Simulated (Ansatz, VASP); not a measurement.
# Hf3Ga4N4O6 (amorphous HfO2 against GaN(10-10), 7.3 A): VASP beside Ansatz

Aim: how closely do two programs agree when they are given the same cell, functional and k mesh? Of the first pair: The structure shown is the start of the Ansatz relaxation below; VASP solves that cell, so the two are compared at the walk's first step.

Program: Ansatz 0.2.0. Level of theory: plane waves, with VASP 6.6.1 beside it; single point at PBE. Results are calculated unless marked as measured.

**1. Starting point**

The cell holds 102 atoms: 24 Ga, 24 N, 18 Hf and 36 O. Its edges and angles: a = 10.460 Å, b = 9.630 Å, c = 12.633 Å, α = 90.0°, β = 90.0°, γ = 90.0°. It derives from GaN (4 planes of wurtzite GaN(10-10)). A slab of 4 planes of wurtzite GaN(10-10) (starting lattice constant a = 3.21 A, c = 5.23 A), 10.46 x 9.63 A in plane. 54 atoms (18 Hf, 36 O) packed at random between the slab and its periodic image at 8.5 g/cm^3 (a layer of 7.3 A) and pushed apart as soft spheres. Langevin MD at fixed cell with the MACE-MP-0b2 small potential (Batatia et al., arXiv:2401.00096), steps of 2 fs: 0.84 ps at 3200 K with the crystal held, 3200 to 1000 K in 2.4 ps with the crystal held, 1000 to 300 K in 1.2 ps with its inner planes held; soft walls kept the melt out of the crystal while it was held. Then all atoms and the cell's height relaxed. The structure's axis is c.

**2. Ansatz: relaxation, PBE**

Ansatz runs on its default PAW (the set named soft_2) files.

The two programs are compared at the cell with which this relaxation starts, whose forces are those of its first step.

File input.yaml:

```yaml
crystal:
  lattice:
    - [10.46, 0.0, 0.0]
    - [0.0, 9.63, 0.0]
    - [0.0, 0.0, 12.63291]
  atoms:
    - { symbol: Ga, position: [0.9885, 0.00439, 0.32445] }
    - { symbol: "N", position: [0.06021, 0.98577, 0.03285] }
    - { symbol: Ga, position: [0.2436, 0.9911, 0.03045] }
    - { symbol: "N", position: [0.31998, 0.00036, 0.31945] }
    - { symbol: Ga, position: [0.00025, 0.15751, 0.09053] }
    - { symbol: "N", position: [0.06021, 0.1574, 0.24393] }
    - { symbol: Ga, position: [0.24857, 0.15284, 0.2466] }
    - { symbol: "N", position: [0.30794, 0.15996, 0.09948] }
    - { symbol: Ga, position: [0.00365, 0.3272, 0.30425] }
    - { symbol: "N", position: [0.05823, 0.33122, 0.02035] }
    - { symbol: Ga, position: [0.24417, 0.33405, 0.03775] }
    - { symbol: "N", position: [0.30788, 0.3228, 0.31396] }
    - { symbol: Ga, position: [0.99373, 0.48842, 0.10218] }
    - { symbol: "N", position: [0.06101, 0.49719, 0.24578] }
    - { symbol: Ga, position: [0.24477, 0.49553, 0.25853] }
    - { symbol: "N", position: [0.31057, 0.49786, 0.11712] }
    - { symbol: Ga, position: [0.00944, 0.66222, 0.32181] }
    - { symbol: "N", position: [0.0574, 0.66094, 0.0487] }
    - { symbol: Ga, position: [0.24224, 0.66079, 0.05047] }
    - { symbol: "N", position: [0.30221, 0.65814, 0.33497] }
    - { symbol: Ga, position: [0.99304, 0.83183, 0.10957] }
    - { symbol: "N", position: [0.06014, 0.8369, 0.2613] }
    - { symbol: Ga, position: [0.25092, 0.83347, 0.26447] }
    - { symbol: "N", position: [0.30888, 0.82783, 0.11142] }
    - { symbol: Ga, position: [0.49759, 0.99156, 0.34081] }
    - { symbol: "N", position: [0.55626, 0.98399, 0.04381] }
    - { symbol: Ga, position: [0.74318, 0.98615, 0.04097] }
    - { symbol: "N", position: [0.80287, 0.98634, 0.33161] }
    - { symbol: Ga, position: [0.49533, 0.15599, 0.11185] }
    - { symbol: "N", position: [0.56251, 0.15515, 0.26299] }
    - { symbol: Ga, position: [0.74777, 0.15715, 0.26168] }
    - { symbol: "N", position: [0.81027, 0.15434, 0.10768] }
    - { symbol: Ga, position: [0.49766, 0.3229, 0.32797] }
    - { symbol: "N", position: [0.56564, 0.32396, 0.06217] }
    - { symbol: Ga, position: [0.74003, 0.32539, 0.0556] }
    - { symbol: "N", position: [0.82118, 0.32145, 0.33709] }
    - { symbol: Ga, position: [0.50038, 0.48835, 0.12439] }
    - { symbol: "N", position: [0.56509, 0.49456, 0.27264] }
    - { symbol: Ga, position: [0.75541, 0.49535, 0.27112] }
    - { symbol: "N", position: [0.80776, 0.49554, 0.11074] }
    - { symbol: Ga, position: [0.48832, 0.65427, 0.34275] }
    - { symbol: "N", position: [0.55399, 0.65245, 0.04666] }
    - { symbol: Ga, position: [0.74166, 0.65705, 0.02735] }
    - { symbol: "N", position: [0.82906, 0.6574, 0.34318] }
    - { symbol: Ga, position: [0.49501, 0.81862, 0.11882] }
    - { symbol: "N", position: [0.55865, 0.81738, 0.27164] }
    - { symbol: Ga, position: [0.74739, 0.81451, 0.26689] }
    - { symbol: "N", position: [0.80343, 0.82127, 0.11515] }
    - { symbol: Hf, position: [0.52321, 0.95689, 0.87848] }
    - { symbol: Hf, position: [0.36219, 0.26186, 0.80242] }
    - { symbol: Hf, position: [0.05157, 0.05649, 0.61005] }
    - { symbol: Hf, position: [0.54806, 0.78513, 0.59186] }
    - { symbol: Hf, position: [0.00164, 0.27535, 0.80454] }
    - { symbol: Hf, position: [0.89782, 0.31067, 0.50482] }
    - { symbol: Hf, position: [0.76731, 0.99454, 0.5037] }
    - { symbol: Hf, position: [0.25795, 0.67101, 0.5103] }
    - { symbol: Hf, position: [0.8601, 0.87268, 0.78001] }
    - { symbol: Hf, position: [0.03657, 0.64369, 0.88498] }
    - { symbol: Hf, position: [0.26015, 0.3032, 0.47325] }
    - { symbol: Hf, position: [0.36749, 0.03162, 0.57622] }
    - { symbol: Hf, position: [0.87986, 0.68469, 0.5348] }
    - { symbol: Hf, position: [0.48876, 0.44309, 0.60457] }
    - { symbol: Hf, position: [0.47028, 0.56321, 0.89283] }
    - { symbol: Hf, position: [0.75623, 0.50441, 0.74678] }
    - { symbol: Hf, position: [0.70785, 0.15902, 0.7386] }
    - { symbol: Hf, position: [0.26881, 0.82727, 0.78359] }
    - { symbol: O, position: [0.65747, 0.52887, 0.87934] }
    - { symbol: O, position: [0.06413, 0.67976, 0.47473] }
    - { symbol: O, position: [0.02064, 0.26508, 0.64123] }
    - { symbol: O, position: [0.7325, 0.98125, 0.88253] }
    - { symbol: O, position: [0.29049, 0.47613, 0.55145] }
    - { symbol: O, position: [0.28143, 0.69975, 0.66605] }
    - { symbol: O, position: [0.32896, 0.99495, 0.89326] }
    - { symbol: O, position: [0.80433, 0.29255, 0.82865] }
    - { symbol: O, position: [0.37527, 0.83963, 0.50453] }
    - { symbol: O, position: [0.84426, 0.68995, 0.6976] }
    - { symbol: O, position: [0.45053, 0.92357, 0.69725] }
    - { symbol: O, position: [0.53545, 0.15339, 0.81647] }
    - { symbol: O, position: [0.83771, 0.48599, 0.56913] }
    - { symbol: O, position: [0.77335, 0.17752, 0.58064] }
    - { symbol: O, position: [0.06193, 0.81688, 0.80253] }
    - { symbol: O, position: [0.97067, 0.48263, 0.80082] }
    - { symbol: O, position: [0.85181, 0.72465, 0.90706] }
    - { symbol: O, position: [0.07189, 0.36157, 0.44153] }
    - { symbol: O, position: [0.47557, 0.31152, 0.47392] }
    - { symbol: O, position: [0.20375, 0.11044, 0.50574] }
    - { symbol: O, position: [0.45926, 0.76422, 0.85374] }
    - { symbol: O, position: [0.95686, 0.09945, 0.46408] }
    - { symbol: O, position: [0.71323, 0.78835, 0.50755] }
    - { symbol: O, position: [0.24144, 0.65431, 0.89522] }
    - { symbol: O, position: [0.49471, 0.61439, 0.49535] }
    - { symbol: O, position: [0.37094, 0.23178, 0.63981] }
    - { symbol: O, position: [0.21041, 0.97876, 0.67514] }
    - { symbol: O, position: [0.18091, 0.2299, 0.82938] }
    - { symbol: O, position: [0.70476, 0.94753, 0.68335] }
    - { symbol: O, position: [0.59998, 0.61357, 0.6737] }
    - { symbol: O, position: [0.93453, 0.07112, 0.75533] }
    - { symbol: O, position: [0.64139, 0.35043, 0.68063] }
    - { symbol: O, position: [0.41269, 0.45511, 0.75408] }
    - { symbol: O, position: [0.56034, 0.00575, 0.49217] }
    - { symbol: O, position: [0.36531, 0.38426, 0.93429] }
    - { symbol: O, position: [0.92917, 0.8929, 0.58443] }
kpoints:
  mp_grid: { grid: [1, 1, 1] }
hamiltonian:
  xc: pbe
scf:
  occupations: { method: fermi_dirac, width: 0.025 }
output:
  forces: true
relax:
  f_tol: 0.04
  max_steps: 250
  cell: { fix: [a, b, alpha, beta, gamma] }
```

The run is started by

```
$ ansatz run input.yaml --threads 4 --pin off --max-ram 15872MiB --backend cpu --events-out ev --progress --plain --runs-dir out
```

Numbers of over 12 decimals in the logs are rounded to 6 here.

Log:

```text
Engine: ansatz 0.2.0, aarch64-unknown-linux-gnu
Pseudopotentials: kind: paw
Pseudopotential: Ga, paw, valence charge 13, recommended cutoff 420 eV (normal), Ga.paw.azcp
Pseudopotential: N, paw, valence charge 5, recommended cutoff 420 eV (normal), N.paw.azcp
Pseudopotential: Hf, paw, valence charge 26, recommended cutoff 420 eV (normal), Hf.paw.azcp
Pseudopotential: O, paw, valence charge 6, recommended cutoff 420 eV (normal), O.paw.azcp
Functional definition: PBE
  parameter kappa = 0.804
  parameter beta = 0.066725
  exchange = pbe_x(kappa = kappa, mu = beta*pi^2/3)
  correlation = pbe_c(beta = beta)
Crystal: 102 atoms, lattice volume = 1272.510 Å³
Basis set: ecut = 420 eV, 24897 PW (Γ), exchange–correlation on 144×144×180 points (8 copies of the dense FFT grid, shifted against one another)
Bands: 670, of which v1, the nominal top of the filled ones, is band 558 counted from 1 (557 counted from 0)
Symmetry: 1 space group operations
Space group: P1 (ITA 1), of the structure as read, at distance tolerance 1.1e-4 Å
k-points: 1
Non-local potential: Ga, projectors of the file, l = 0: 2, l = 1: 2, l = 2: 3, l = 3: 1
Non-local potential: N, projectors of the file, l = 0: 2, l = 1: 2, l = 2: 1
Non-local potential: Hf, projectors of the file, l = 0: 3, l = 1: 2, l = 2: 2, l = 3: 3
Non-local potential: O, projectors of the file, l = 0: 2, l = 1: 2, l = 2: 1
PAW form: soft (Blöchl's): semilocal exchange-correlation on the pseudo side does not see the compensation charge
PAW one-centre angular grid: Ga, 590 points (default); XC on 64 Gauss nodes
PAW one-centre angular grid: N, 110 points (default); XC on 64 Gauss nodes
PAW one-centre angular grid: Hf, 590 points (default); XC on 64 Gauss nodes
PAW one-centre angular grid: O, 110 points (default); XC on 64 Gauss nodes
Initial density: superposition of atomic densities (neutral atoms: chi_scale 0, normalization atom), corrected by the library's trained network
Initial wavefunctions: pseudopotential atomic-orbital guess
Functional: x = pbe(κ = 0.804, μ = 0.219515), c = pbe(β = 0.066725)
SCF iter   1: F=—  HF=-403516.823186 eV  |F-HF|=—  |Δ(HF+E_count)|=         —  Δρ=4.55e-3  dr2=7.27e-1  ethr=1.77e-3  ⟨swp⟩=6.0  Hψ=2136  notcnv=0  defer=89
preconditioner: auto → Resta (q_TF=auto, 2.669 Å⁻¹)  ε∞=5.1  [insulator: Δε(μ)=1.622 eV  Ē_g=16.876 eV  σ=0.025 eV  W_gap=1.00  n_scr=398 (ndim 8)  ℏωp=34.2 eV  f_vac=0.079  D(μ)=0.00/eV (n_scr^D=0)  ε∞_Penn≈5.1]
SCF iter   2: F=—  HF=-403516.716724 eV  |F-HF|=—  |Δ(HF+E_count)|=   1.06e-1  Δρ=2.27e-3  dr2=1.53e-1  ethr=6.51e-5  ⟨swp⟩=2.0  Hψ=954  notcnv=0  defer=108
SCF iter   3: F=—  HF=-403516.694195 eV  |F-HF|=—  |Δ(HF+E_count)|=   2.25e-2  Δρ=1.09e-3  dr2=2.68e-2  ethr=1.37e-5  ⟨swp⟩=2.0  Hψ=1018  notcnv=0  defer=108
SCF iter   4: F=—  HF=-403516.690483 eV  |F-HF|=—  |Δ(HF+E_count)|=   3.71e-3  Δρ=3.82e-4  dr2=2.20e-3  ethr=2.40e-6  ⟨swp⟩=2.0  Hψ=1048  notcnv=0  defer=108
SCF iter   5: F=—  HF=-403516.690921 eV  |F-HF|=—  |Δ(HF+E_count)|=   4.38e-4  Δρ=2.12e-4  dr2=5.56e-4  ethr=1.97e-7  ⟨swp⟩=2.0  Hψ=1118  notcnv=0  defer=108
SCF iter   6: F=—  HF=-403516.690781 eV  |F-HF|=—  |Δ(HF+E_count)|=   1.40e-4  Δρ=5.65e-5  dr2=4.52e-5  ethr=4.98e-8  ⟨swp⟩=2.0  Hψ=1118  notcnv=0  defer=108
SCF iter   7: F=—  HF=-403516.692481 eV  |F-HF|=—  |Δ(HF+E_count)|=   1.70e-3  Δρ=2.71e-5  dr2=1.03e-5  ethr=4.05e-9  ⟨swp⟩=2.0  Hψ=1227  notcnv=0  defer=108
SCF iter   8: F=—  HF=-403516.692486 eV  |F-HF|=—  |Δ(HF+E_count)|=   5.02e-6  Δρ=1.64e-5  dr2=3.90e-6  ethr=9.27e-10  ⟨swp⟩=2.0  Hψ=1120  notcnv=0  defer=108
SCF iter   9: F=—  HF=-403516.692488 eV  |F-HF|=—  |Δ(HF+E_count)|=   1.26e-6  Δρ=5.87e-6  dr2=5.35e-7  ethr=3.50e-10  ⟨swp⟩=2.0  Hψ=1107  notcnv=0  defer=108
SCF iter  10: F=—  HF=-403516.692488 eV  |F-HF|=—  |Δ(HF+E_count)|=   2.19e-7  Δρ=2.90e-6  dr2=1.32e-7  ethr=8.96e-12  ⟨swp⟩=4.0  Hψ=2223  notcnv=0
SCF iter  11: F=-403516.692488 eV  HF=-403516.692488 eV  |F-HF|=6.29e-9  |Δ(HF+E_count)|=   8.73e-8  Δρ=1.43e-6  dr2=3.55e-8  ethr=8.96e-12  ⟨swp⟩=4.0  Hψ=1879  notcnv=0
SCF 1 converged in 11 iterations: F = -403516.692488 eV  dr2 = 3.55e-8
  greatest PAW one-centre occupation: 0.999 electrons in one spin orbital (limit 2), on the Hf atom at site 53 (counted from 0), in its partial waves of l = 0
relax step   1: F+E_penalty+E_count = -403516.69248807 eV  Δ(F+E_penalty+E_count) = +0.000e0 eV  max|allowed force component| = 9.441e-1 eV/Å  Δτ_max = 0.0000 Å  P = +2.452 GPa  Ω = 1272.510 Å³  fix = [a, b, alpha, beta, gamma]  reactions: a +1.091, b +5.186 GPa; alpha +0.528, beta +1.589, gamma +0.593 GPa/rad  (11 SCF iters, dr2 threshold 1.00e-7 eV, accepted)
Crystal: 102 atoms, lattice volume = 1276.433 Å³
Basis set: ecut = 420 eV, 24937 PW (Γ), exchange–correlation on 144×144×180 points (8 copies of the dense FFT grid, shifted against one another)
Initial density: handed on by an earlier stage of this run
[...]
F+E_penalty+E_count = -403517.63404471 eV   max|allowed force component| = 2.199e-2 eV/Å   (the final SCF, on the basis selected at the relaxed cell)
  cell:  # Å, volume = 1258.1655 Å³
    - [10.46, 0, 0]
    - [0, 9.63, 0]
    - [0, 0, 12.490500]
  atoms:
    - { symbol: Ga, position: [0.984717, 0.010934, 0.322465] }
    - { symbol: N, position: [0.060575, 0.990080, 0.028557] }
    - { symbol: Ga, position: [0.242887, 0.992971, 0.033765] }
    - { symbol: N, position: [0.317371, 0.00838074, 0.339968] }
    - { symbol: Ga, position: [0.00161698, 0.158297, 0.090271] }
    - { symbol: N, position: [0.060070, 0.162862, 0.243478] }
    - { symbol: Ga, position: [0.248407, 0.156552, 0.251556] }
    - { symbol: N, position: [0.307765, 0.161982, 0.101503] }
    - { symbol: Ga, position: [0.00365992, 0.333324, 0.304281] }
    - { symbol: N, position: [0.059233, 0.327268, 0.010592] }
    - { symbol: Ga, position: [0.245897, 0.335813, 0.040979] }
    - { symbol: N, position: [0.301181, 0.330786, 0.316589] }
    - { symbol: Ga, position: [0.994612, 0.489358, 0.098101] }
    - { symbol: N, position: [0.060639, 0.503836, 0.244869] }
    - { symbol: Ga, position: [0.245826, 0.506073, 0.259912] }
    - { symbol: N, position: [0.313540, 0.502869, 0.114801] }
    - { symbol: Ga, position: [0.0039454, 0.667518, 0.322349] }
    - { symbol: N, position: [0.062067, 0.663062, 0.044785] }
    - { symbol: Ga, position: [0.245851, 0.669664, 0.053031] }
    - { symbol: N, position: [0.298107, 0.666009, 0.346499] }
    - { symbol: Ga, position: [0.996255, 0.836385, 0.108214] }
    - { symbol: N, position: [0.060472, 0.842566, 0.264588] }
    - { symbol: Ga, position: [0.250429, 0.841818, 0.272240] }
    - { symbol: N, position: [0.308282, 0.834335, 0.119464] }
    - { symbol: Ga, position: [0.500322, 0.997955, 0.329578] }
    - { symbol: N, position: [0.555418, 0.985892, 0.042239] }
    - { symbol: Ga, position: [0.741863, 0.991659, 0.048685] }
    - { symbol: N, position: [0.797461, 0.992134, 0.328759] }
    - { symbol: Ga, position: [0.494555, 0.162903, 0.102886] }
    - { symbol: N, position: [0.561149, 0.162792, 0.254352] }
    - { symbol: Ga, position: [0.747183, 0.167053, 0.258325] }
    - { symbol: N, position: [0.811779, 0.163746, 0.104747] }
    - { symbol: Ga, position: [0.490392, 0.326678, 0.321973] }
    - { symbol: N, position: [0.557050, 0.334225, 0.046597] }
    - { symbol: Ga, position: [0.733013, 0.332241, 0.050562] }
    - { symbol: N, position: [0.821283, 0.323088, 0.339888] }
    - { symbol: Ga, position: [0.503814, 0.496304, 0.124052] }
    - { symbol: N, position: [0.563791, 0.499984, 0.273420] }
    - { symbol: Ga, position: [0.752634, 0.496282, 0.277006] }
    - { symbol: N, position: [0.809139, 0.496970, 0.109806] }
    - { symbol: Ga, position: [0.488417, 0.658316, 0.353877] }
    - { symbol: N, position: [0.552834, 0.660260, 0.041004] }
    - { symbol: Ga, position: [0.742388, 0.662210, 0.033198] }
    - { symbol: N, position: [0.822806, 0.660450, 0.348027] }
    - { symbol: Ga, position: [0.494952, 0.822083, 0.120750] }
    - { symbol: N, position: [0.557666, 0.819104, 0.273373] }
    - { symbol: Ga, position: [0.745118, 0.815267, 0.266328] }
    - { symbol: N, position: [0.807096, 0.824349, 0.116241] }
    - { symbol: Hf, position: [0.536074, 0.950436, 0.871688] }
    - { symbol: Hf, position: [0.362647, 0.243682, 0.791694] }
    - { symbol: Hf, position: [0.045172, 0.047490, 0.615405] }
    - { symbol: Hf, position: [0.535263, 0.772654, 0.626850] }
    - { symbol: Hf, position: [0.011818, 0.265674, 0.823984] }
    - { symbol: Hf, position: [0.897455, 0.305529, 0.514971] }
    - { symbol: Hf, position: [0.751123, 0.993139, 0.494651] }
    - { symbol: Hf, position: [0.250469, 0.694142, 0.518443] }
    - { symbol: Hf, position: [0.856120, 0.864725, 0.780918] }
    - { symbol: Hf, position: [0.045195, 0.646295, 0.879539] }
    - { symbol: Hf, position: [0.257401, 0.319107, 0.481911] }
    - { symbol: Hf, position: [0.365443, 0.028898, 0.547019] }
    - { symbol: Hf, position: [0.864530, 0.686216, 0.534516] }
    - { symbol: Hf, position: [0.499601, 0.438471, 0.602611] }
    - { symbol: Hf, position: [0.471742, 0.555657, 0.885922] }
    - { symbol: Hf, position: [0.767163, 0.493259, 0.752277] }
    - { symbol: Hf, position: [0.716850, 0.156302, 0.746350] }
    - { symbol: Hf, position: [0.274716, 0.833560, 0.772159] }
    - { symbol: O, position: [0.659106, 0.519160, 0.880025] }
    - { symbol: O, position: [0.053443, 0.687391, 0.478757] }
    - { symbol: O, position: [0.00341785, 0.263046, 0.649248] }
    - { symbol: O, position: [0.741530, 0.977994, 0.894253] }
    - { symbol: O, position: [0.277108, 0.494995, 0.556310] }
    - { symbol: O, position: [0.343684, 0.694511, 0.668392] }
    - { symbol: O, position: [0.335362, 0.973805, 0.895963] }
    - { symbol: O, position: [0.812927, 0.290193, 0.841147] }
    - { symbol: O, position: [0.401660, 0.832165, 0.502217] }
    - { symbol: O, position: [0.851984, 0.678450, 0.700738] }
    - { symbol: O, position: [0.422911, 0.957305, 0.695033] }
    - { symbol: O, position: [0.539447, 0.152074, 0.820706] }
    - { symbol: O, position: [0.831506, 0.484390, 0.567297] }
    - { symbol: O, position: [0.770437, 0.160767, 0.587233] }
    - { symbol: O, position: [0.068650, 0.817689, 0.792442] }
    - { symbol: O, position: [0.990166, 0.473320, 0.802714] }
    - { symbol: O, position: [0.858833, 0.713466, 0.905462] }
    - { symbol: O, position: [0.066984, 0.362101, 0.446843] }
    - { symbol: O, position: [0.472819, 0.318083, 0.469231] }
    - { symbol: O, position: [0.194793, 0.128252, 0.522164] }
    - { symbol: O, position: [0.487471, 0.755939, 0.823568] }
    - { symbol: O, position: [0.957300, 0.089828, 0.468902] }
    - { symbol: O, position: [0.695742, 0.794992, 0.520024] }
    - { symbol: O, position: [0.255072, 0.667697, 0.891283] }
[...]
- { symbol: O, position: [0.673625, 0.929294, 0.712962] }
    - { symbol: O, position: [0.614941, 0.597075, 0.679239] }
    - { symbol: O, position: [0.927478, 0.065454, 0.762629] }
    - { symbol: O, position: [0.651255, 0.340018, 0.683760] }
    - { symbol: O, position: [0.423376, 0.442115, 0.752396] }
    - { symbol: O, position: [0.558122, 0.036646, 0.478585] }
    - { symbol: O, position: [0.334915, 0.376322, 0.916231] }
    - { symbol: O, position: [0.906444, 0.894006, 0.596176] }
```

The column dr2 measures how far the density is from self-consistency, as an energy; F and HF (Harris–Foulkes) agree once it is small.

[end of part 1 of 2]

[Lines on the potential files, build, host, timing and source positions are cut from VASP's logs without a mark.]

[Logs are printed without paths, hosts, clocks, repeated set-up lines and the standing remarks that a program may print on its own settings, such as how far it seeks lower states.]

[Hosts, paths, dates, database ids (printed as entryN), source tags and the programs' standing remarks are cut or masked in the printed files.]
